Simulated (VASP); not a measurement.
Output of a VASP run:

### OSZICAR
```
       N       E                     dE             d eps       ncg     rms          rms(c)
DAV:   1     0.124738769006E+03    0.12474E+03   -0.98871E+03  1610   0.184E+03
DAV:   2     0.380401393204E+01   -0.12093E+03   -0.11844E+03  1658   0.384E+02
DAV:   3    -0.520539454414E+01   -0.90094E+01   -0.89265E+01  2084   0.932E+01
DAV:   4    -0.540066207188E+01   -0.19527E+00   -0.19522E+00  1804   0.150E+01
DAV:   5    -0.540870479310E+01   -0.80427E-02   -0.80426E-02  2292   0.291E+00    0.113E+01
DAV:   6    -0.538079997630E+01    0.27905E-01   -0.14132E-02  2016   0.116E+00    0.691E+00
DAV:   7    -0.536880519095E+01    0.11995E-01   -0.15915E-02  1952   0.114E+00    0.229E-01
DAV:   8    -0.536857627943E+01    0.22891E-03   -0.14891E-03  2068   0.408E-01    0.118E-01
DAV:   9    -0.536861050388E+01   -0.34224E-04   -0.11414E-04  1948   0.831E-02    0.433E-02
DAV:  10    -0.536861643620E+01   -0.59323E-05   -0.75619E-06  1940   0.262E-02    0.123E-02
DAV:  11    -0.536861648086E+01   -0.44666E-07   -0.28014E-06  1808   0.144E-02
   1 F= 0.66461016E+01 E0= 0.66463283E+01  d E =0.664610E+01
```

### OUTCAR
```
------------------------ aborting loop because EDIFF is reached ----------------------------------------
  FORCE on cell =-STRESS in cart. coord.  units (eV):
  Direction    XX          YY          ZZ          XY          YZ          ZX
  --------------------------------------------------------------------------------------
  Total       12.0140813     12.0140813     12.0140813     -0.0000000     -0.0000000      0.0000000
  in kB      449.9761511    449.9761511    449.9761511     -0.0000000     -0.0000000      0.0000000
  external PRESSURE =      -0.0238489 kB  Pullay stress =     450.0000000 kB
  volume of cell :       42.78
      direct lattice vectors                 reciprocal lattice vectors
     0.000000000  2.775836525  2.775836525    -0.180125881  0.180125881  0.180125881
     2.775836525  0.000000000  2.775836525     0.180125881 -0.180125881  0.180125881
     2.775836525  2.775836525  0.000000000     0.180125881  0.180125881 -0.180125881
 POSITION                                       TOTAL-FORCE (eV/Angst)
 -----------------------------------------------------------------------------------
      0.00000      0.00000      0.00000         0.000000     -0.000000      0.000000
      2.77584      2.77584      2.77584        -0.000000      0.000000     -0.000000
 -----------------------------------------------------------------------------------
    total drift:                               -0.000000      0.000000      0.000000
  FREE ENERGIE OF THE ION-ELECTRON SYSTEM (eV)
  ---------------------------------------------------
  free  energy   TOTEN  =        -5.3686164809 eV

  energy  without entropy=       -5.3679365445  energy(sigma->0) =       -5.36838984
  enthalpy is  TOTEN    =         6.6461016062 eV   P V=       12.0147180870

 reached required accuracy - stopping structural energy minimisation
```
(Selected blocks of OUTCAR.)

POSCAR:
```
SnTe
1
    0.0000000000     2.7758365249     2.7758365249
    2.7758365249     0.0000000000     2.7758365249
    2.7758365249     2.7758365249     0.0000000000
Sn Te
1 1
Direct
  0.0000000000   0.0000000000   0.0000000000
  0.5000000000   0.5000000000   0.5000000000
```

Question: Reconstruct the remaining input files.

Answer: Several could match; the one computed here: the input of the run itself, PBE GGA, plane waves, VASP's PBE PAW potentials (set 64).

**KPOINTS**
```
kpoints
0
Gamma
11 11 11
```

### INCAR
```
# general
SYSTEM   =  SnTe
PREC     =  Accurate
ENCUT    =  500   # plane-wave cut-off (eV)
LREAL    =  .FALSE.
LASPH    =  .TRUE.   # aspherical one-centre terms

# electronic loop
EDIFF    =  1E-6   # SCF stop (eV)
NELM     =  100   # most electronic steps
ALGO     =  Normal   # blocked Davidson
LMAXMIX  =  4

# smearing
ISMEAR   =  1   # Methfessel-Paxton
SIGMA    =  0.1   # width (eV)

# functional
GGA      =  PE   # PBE

# ions
IBRION   =  2   # conjugate gradients
NSW      =  40   # most ionic steps
ISIF     =  3   # ions, shape and volume
EDIFFG   =  -0.02
PSTRESS  =  450   # kbar

# output
LWAVE    =  .FALSE.
LCHARG   =  .FALSE.
```

POTCAR, in this order: Sn_d Te (PBE.64 set). Program: vasp_std.

The compound is SnTe in the rock salt structure, which distorts at low temperature. It was relaxed first under an external pressure of 45 GPa.
